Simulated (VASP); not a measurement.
Calculation: PBE GGA with D3 dispersion (Becke-Johnson damping), VASP's PBE PAW potentials (set 64) (plane waves; VASP 6.6.1).

VASP input:

**INCAR**
```
# general
SYSTEM  = BaTiO3
PREC    = Accurate
ENCUT   = 520   # plane-wave cut-off (eV)
LREAL   = .FALSE.   # projection in real space or not
LASPH   = .TRUE.   # aspherical one-centre terms

# electronic loop
EDIFF   = 1E-6   # SCF stop (eV)
NELM    = 100   # most electronic steps
ALGO    = Normal   # blocked Davidson
LMAXMIX = 4   # l cut-off of mixed one-centre charges

# smearing
ISMEAR  = 0   # Gaussian
SIGMA   = 0.05   # width (eV)

# functional
GGA     = PE   # PBE
IVDW    = 12

# ions
IBRION  = 2   # conjugate gradients
NSW     = 60
ISIF    = 3
EDIFFG  = -0.02   # ionic stop

# output
LWAVE   = .FALSE.
LCHARG  = .FALSE.
```

KPOINTS:
```
Automatic mesh
0
Gamma
5 5 5
0 0 0
```

POSCAR:
```
BaTiO3
1
    3.9853193439     0.0000000000     0.0000000000
    0.0000000000     3.9853193439     0.0000000000
    0.0000000000     0.0000000000     4.1191806432
Ba Ti O
1 1 3
Direct
  0.0000000000   0.0000000000   0.0040523236
  0.5000000000   0.5000000000   0.5235750365
  0.5000000000   0.5000000000   0.9691311470
  1.0000000000   0.5000000000   0.4836207464
  0.5000000000   0.0000000000   0.4836207464
```

POTCAR, in this order: Ba_sv Ti_sv O (PBE.64 set). Program: vasp_std.

The resulting files:

File OSZICAR:
```
       N       E                     dE             d eps       ncg     rms          rms(c)
DAV:   1     0.453364134692E+03    0.45336E+03   -0.21322E+04   864   0.180E+03
DAV:   2    -0.587920860463E+01   -0.45924E+03   -0.45133E+03  1080   0.487E+02
DAV:   3    -0.486186523538E+02   -0.42739E+02   -0.42693E+02  1248   0.147E+02
DAV:   4    -0.506974146223E+02   -0.20788E+01   -0.20777E+01  1224   0.285E+01
DAV:   5    -0.507638720394E+02   -0.66457E-01   -0.66455E-01  1216   0.383E+00    0.238E+01
DAV:   6    -0.402098193411E+02    0.10554E+02   -0.76363E+01  1360   0.784E+01    0.103E+01
DAV:   7    -0.401941213873E+02    0.15698E-01   -0.12960E+01  1192   0.270E+01    0.680E+00
DAV:   8    -0.400052805035E+02    0.18884E+00   -0.10138E+00  1184   0.100E+01    0.289E+00
DAV:   9    -0.400359048543E+02   -0.30624E-01   -0.24426E-01  1128   0.389E+00    0.119E+00
DAV:  10    -0.400236412451E+02    0.12264E-01   -0.90401E-02  1144   0.316E+00    0.377E-01
DAV:  11    -0.400227688492E+02    0.87240E-03   -0.71701E-03  1200   0.702E-01    0.923E-02
DAV:  12    -0.400226843402E+02    0.84509E-04   -0.53968E-04   960   0.196E-01    0.386E-02
DAV:  13    -0.400226754719E+02    0.88683E-05   -0.17164E-04  1168   0.128E-01    0.167E-02
DAV:  14    -0.400226735210E+02    0.19508E-05   -0.56807E-05  1288   0.761E-02    0.748E-03
DAV:  15    -0.400226740103E+02   -0.48929E-06   -0.56137E-06   944   0.207E-02
   1 F= -.41320758E+02 E0= -.41320758E+02  d E =-.413208E+02
       N       E                     dE             d eps       ncg     rms          rms(c)
DAV:   1    -0.400215595856E+02    0.11139E-02   -0.25757E-02  1008   0.183E+00    0.144E-01
DAV:   2    -0.400213938779E+02    0.16571E-03   -0.17178E-03   936   0.362E-01    0.559E-02
DAV:   3    -0.400213549673E+02    0.38911E-04   -0.33329E-04  1136   0.118E-01    0.162E-02
DAV:   4    -0.400213544226E+02    0.54472E-06   -0.58026E-05  1344   0.474E-02    0.114E-02
DAV:   5    -0.400213562347E+02   -0.18121E-05   -0.46825E-06  1016   0.200E-02    0.634E-03
DAV:   6    -0.400213591550E+02   -0.29203E-05   -0.46115E-06   976   0.104E-02    0.509E-03
DAV:   7    -0.400213605677E+02   -0.14128E-05   -0.80307E-07   616   0.686E-03    0.772E-04
DAV:   8    -0.400213607938E+02   -0.22610E-06   -0.34182E-07   448   0.364E-03
   2 F= -.41320831E+02 E0= -.41320831E+02  d E =-.733703E-04
```

### OUTCAR
```
------------------------ aborting loop because EDIFF is reached ----------------------------------------
 Edisp (eV)   -1.29947
  FORCE on cell =-STRESS in cart. coord.  units (eV):
  Direction    XX          YY          ZZ          XY          YZ          ZX
  --------------------------------------------------------------------------------------
  Total       0.04050     0.04050     0.04264     0.00000    -0.00000     0.00000
  in kB       0.99279     0.99279     1.04538     0.00000    -0.00000     0.00000
  external pressure =        1.01 kB  Pullay stress =        0.00 kB
  volume of cell :       65.36
      direct lattice vectors                 reciprocal lattice vectors
     3.984167848  0.000000000  0.000000000     0.250993442  0.000000000  0.000000000
     0.000000000  3.984167848  0.000000000     0.000000000  0.250993442 -0.000000000
     0.000000000  0.000000000  4.117241385     0.000000000  0.000000000  0.242881072
 POSITION                                       TOTAL-FORCE (eV/Angst)
 -----------------------------------------------------------------------------------
      0.00000      0.00000      0.01818        -0.000000      0.000000      0.016815
      1.99208      1.99208      2.15466        -0.000000     -0.000000     -0.019511
      1.99208      1.99208      3.98884        -0.000000      0.000000      0.003774
      3.98417      1.99208      1.99160         0.000000     -0.000000     -0.000539
      1.99208      0.00000      1.99160        -0.000000     -0.000000     -0.000539
 -----------------------------------------------------------------------------------
    total drift:                                0.000000      0.000000      0.000489
  FREE ENERGIE OF THE ION-ELECTRON SYSTEM (eV)
  ---------------------------------------------------
  free  energy   TOTEN  =       -41.3208309775 eV

  energy  without entropy=      -41.3208309775  energy(sigma->0) =      -41.32083098

 reached required accuracy - stopping structural energy minimisation
```
(Selected blocks of OUTCAR.)

**CONTCAR**
```
BaTiO3
   1.00000000000000
     3.9841678477055544    0.0000000000000000    0.0000000000000000
     0.0000000000000000    3.9841678477055544    0.0000000000000000
     0.0000000000000000    0.0000000000000000    4.1172413847521501
  Ba              Ti              O
     1     1     3
Direct
     0.0000000000000000    0.0000000000000000    0.0044150951584857
     0.5000000000000000    0.5000000000000000    0.5233266376283411
     0.5000000000000000    0.5000000000000000    0.9688142417163864
     1.0000000000000000    0.5000000000000000    0.4837220126983918
     0.5000000000000000    0.0000000000000000    0.4837220126983918
```

The compound is BaTiO3 in the tetragonal perovskite structure. This run relaxes it. Symmetry was kept, so distortions that lower it aren't found. The start is the result of an earlier pass.
